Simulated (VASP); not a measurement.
```
CELL_PARAMETERS angstrom
      0.00000     2.26738     2.26738
      2.26738     0.00000     2.26738
      2.26738     2.26738     0.00000
ATOMIC_POSITIONS crystal
  Na 0.00000 0.00000 0.00000
  F  0.50000 0.50000 0.50000
```

Level of theory: PBE GGA, VASP's PBE PAW potentials (set 64) (plane waves; VASP). Run with 400 eV cut-off, 10×10×10 Γ-centred mesh, Gaussian smearing of 0.010 eV, potentials Na_pv F.

At this cut-off the stress carries a Pulay error, which pulls relaxed volumes low.

Give the stress tensor in GPa (positive for a compressed cell).

```
-1.67   0.00   0.00
 0.00  -1.67   0.00
 0.00   0.00  -1.67
```
The pressure is its mean diagonal, -1.67 GPa.

The structure comes from a computed database's NaF entry; how it stands against other phases isn't given here. The cell was not relaxed at this level.
